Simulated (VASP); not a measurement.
Calculation: rev-vdW-DF2, VASP's PBE PAW potentials (set 64) (plane waves; VASP 6.6.1).

VASP input:

File KPOINTS:
```
Automatic mesh
0
Gamma
13 13 4
0 0 0
```

**POSCAR**
```
C
1
    1.2328918723    -2.1354308666    -0.0000000000
    1.2328918723     2.1354308666     0.0000000000
    0.0000000000    -0.0000000000     6.5548456711
C
4
Direct
  0.0000000000   0.0000000000   0.2500000000
  0.0000000000   0.0000000000   0.7500000000
  0.3333330000   0.6666670000   0.2500000000
  0.6666670000   0.3333330000   0.7500000000
```

### INCAR
```
SYSTEM = C
PREC = Accurate; ENCUT = 520; LREAL = .FALSE.
LASPH = .TRUE.
EDIFF = 1E-6; NELM = 100; ALGO = Normal
ISMEAR = 1; SIGMA = 0.1
GGA = MK; LUSE_VDW = .TRUE.; AGGAC = 0.0
PARAM1 = 0.1234568; PARAM2 = 0.7114; ZAB_VDW = -1.8867
IBRION = 2; NSW = 60; ISIF = 3
EDIFFG = -0.02
LWAVE = .FALSE.; LCHARG = .FALSE.
```

POTCAR, in this order: C (PBE.64 set). Program: vasp_std.

Output of the run:

OSZICAR:
```
       N       E                     dE             d eps       ncg     rms          rms(c)
DAV:   1     0.527127208872E+02    0.52713E+02   -0.83175E+03  1512   0.123E+03
DAV:   2    -0.316563461506E+02   -0.84369E+02   -0.77177E+02  2148   0.229E+02
DAV:   3    -0.354498526570E+02   -0.37935E+01   -0.37672E+01  1932   0.493E+01
DAV:   4    -0.354960533549E+02   -0.46201E-01   -0.46158E-01  1876   0.625E+00
DAV:   5    -0.354970793867E+02   -0.10260E-02   -0.10258E-02  1864   0.883E-01    0.895E+00
DAV:   6    -0.337101566880E+02    0.17869E+01   -0.18574E+00  1760   0.933E+00    0.520E+00
DAV:   7    -0.331539148953E+02    0.55624E+00   -0.20385E+00  1784   0.989E+00    0.135E+00
DAV:   8    -0.331581071407E+02   -0.41922E-02   -0.61989E-02  1760   0.173E+00    0.127E-01
DAV:   9    -0.331577072792E+02    0.39986E-03   -0.17286E-03  1908   0.330E-01    0.590E-02
DAV:  10    -0.331577623868E+02   -0.55108E-04   -0.11513E-04  1888   0.948E-02    0.300E-02
DAV:  11    -0.331577617564E+02    0.63040E-06   -0.25577E-06  1676   0.155E-02
   1 F= -.33157762E+02 E0= -.33157790E+02  d E =-.331578E+02
       N       E                     dE             d eps       ncg     rms          rms(c)
DAV:   1    -0.331582791294E+02   -0.51674E-03   -0.14241E-02  1576   0.996E-01    0.744E-02
DAV:   2    -0.331580202086E+02    0.25892E-03   -0.34818E-04  1860   0.142E-01    0.413E-02
DAV:   3    -0.331579113687E+02    0.10884E-03   -0.36057E-04  1860   0.128E-01    0.110E-02
DAV:   4    -0.331579104645E+02    0.90421E-06   -0.92089E-06  1816   0.234E-02
   2 F= -.33157910E+02 E0= -.33157938E+02  d E =-.148708E-03
       N       E                     dE             d eps       ncg     rms          rms(c)
DAV:   1    -0.331583588038E+02   -0.44744E-03   -0.15786E-02  1536   0.105E+00    0.779E-02
DAV:   2    -0.331580734344E+02    0.28537E-03   -0.38423E-04  1780   0.150E-01    0.433E-02
DAV:   3    -0.331579533521E+02    0.12008E-03   -0.39723E-04  1824   0.135E-01    0.116E-02
DAV:   4    -0.331579523718E+02    0.98034E-06   -0.98345E-06  1800   0.243E-02
   3 F= -.33157952E+02 E0= -.33157981E+02  d E =-.190615E-03
       N       E                     dE             d eps       ncg     rms          rms(c)
DAV:   1    -0.331580146466E+02   -0.61295E-04   -0.73477E-04  1556   0.224E-01    0.181E-02
DAV:   2    -0.331579998383E+02    0.14808E-04   -0.20046E-05  1660   0.345E-02    0.953E-03
DAV:   3    -0.331579939592E+02    0.58791E-05   -0.18776E-05  1832   0.292E-02    0.225E-03
DAV:   4    -0.331579939384E+02    0.20805E-07   -0.31627E-07  1052   0.462E-03
   4 F= -.33157994E+02 E0= -.33158022E+02  d E =-.415666E-04
       N       E                     dE             d eps       ncg     rms          rms(c)
DAV:   1    -0.331583047950E+02   -0.31084E-03   -0.67723E-03  1536   0.676E-01    0.560E-02
DAV:   2    -0.331581640036E+02    0.14079E-03   -0.18724E-04  1616   0.105E-01    0.295E-02
DAV:   3    -0.331581095048E+02    0.54499E-04   -0.17858E-04  1760   0.903E-02    0.704E-03
DAV:   4    -0.331581094376E+02    0.67172E-07   -0.32225E-06  1592   0.143E-02
   5 F= -.33158109E+02 E0= -.33158138E+02  d E =-.157066E-03
       N       E                     dE             d eps       ncg     rms          rms(c)
DAV:   1    -0.331590748240E+02   -0.96532E-03   -0.27019E-02  1520   0.135E+00    0.112E-01
DAV:   2    -0.331585131183E+02    0.56171E-03   -0.74748E-04  1604   0.210E-01    0.589E-02
DAV:   3    -0.331582964993E+02    0.21662E-03   -0.71345E-04  1760   0.180E-01    0.141E-02
DAV:   4    -0.331582963325E+02    0.16673E-06   -0.12940E-05  1764   0.286E-02    0.106E-02
DAV:   5    -0.331582952856E+02    0.10469E-05   -0.18537E-06  1268   0.132E-02    0.829E-04
DAV:   6    -0.331582952743E+02    0.11302E-07   -0.21858E-07   924   0.496E-03
   6 F= -.33158295E+02 E0= -.33158324E+02  d E =-.342903E-03
       N       E                     dE             d eps       ncg     rms          rms(c)
DAV:   1    -0.331616004659E+02   -0.33052E-02   -0.10705E-01  1512   0.268E+00    0.222E-01
DAV:   2    -0.331593618256E+02    0.22386E-02   -0.29658E-03  1564   0.418E-01    0.117E-01
DAV:   3    -0.331584987542E+02    0.86307E-03   -0.28597E-03  1744   0.360E-01    0.283E-02
DAV:   4    -0.331584983831E+02    0.37104E-06   -0.51721E-05  1772   0.572E-02    0.216E-02
DAV:   5    -0.331584937534E+02    0.46297E-05   -0.80380E-06  1776   0.265E-02    0.201E-03
DAV:   6    -0.331584937462E+02    0.72299E-08   -0.28117E-07  1032   0.504E-03
   7 F= -.33158494E+02 E0= -.33158523E+02  d E =-.541374E-03
```

OUTCAR:
```
------------------------ aborting loop because EDIFF is reached ----------------------------------------
  FORCE on cell =-STRESS in cart. coord.  units (eV):
  Direction    XX          YY          ZZ          XY          YZ          ZX
  --------------------------------------------------------------------------------------
  Total        0.0604434      0.0604434      0.0154366      0.0000000      0.0000000      0.0000000
  in kB        2.7755167      2.7755154      0.7088362      0.0000000      0.0000000      0.0000000
  external PRESSURE =       2.0866228 kB  Pullay stress =       0.0000000 kB
  volume of cell :       34.89
      direct lattice vectors                 reciprocal lattice vectors
     1.232524489 -2.134794541 -0.000000000     0.405671453 -0.234214577  0.000000000
     1.232524489  2.134794541  0.000000000     0.405671453  0.234214577  0.000000000
    -0.000000000  0.000000000  6.630312303    -0.000000000 -0.000000000  0.150822458
 POSITION                                       TOTAL-FORCE (eV/Angst)
 -----------------------------------------------------------------------------------
     -0.00000     -0.00000      1.65758         0.000000      0.000000      0.000000
     -0.00000      0.00000      4.97273         0.000000     -0.000000     -0.000000
      1.23252      0.71160      1.65758         0.000000     -0.000000      0.000000
      1.23252     -0.71160      4.97273        -0.000000      0.000000     -0.000000
 -----------------------------------------------------------------------------------
    total drift:                                0.000000     -0.000000      0.000000
  FREE ENERGIE OF THE ION-ELECTRON SYSTEM (eV)
  ---------------------------------------------------
  free  energy   TOTEN  =       -33.1584937462 eV

  energy  without entropy=      -33.1585817581  energy(sigma->0) =      -33.15852308

 reached required accuracy - stopping structural energy minimisation
```
(Selected blocks of OUTCAR.)

CONTCAR:
```
C
   1.00000000000000
     1.2325244894145369   -2.1347945412246219   -0.0000000000000000
     1.2325244894145369    2.1347945412246219    0.0000000000000000
    -0.0000000000000000    0.0000000000000000    6.6303123026692870
  C
     4
Direct
     0.0000000000000000    0.0000000000000000    0.2500000000000000
     0.0000000000000000    0.0000000000000000    0.7500000000000000
     0.3333330000000032    0.6666669999999968    0.2500000000000000
     0.6666669999999968    0.3333330000000032    0.7500000000000000
```

The compound is C in the graphite structure. This run relaxes it. Symmetry was kept, so distortions that lower it aren't found. The start is the result of an earlier pass.
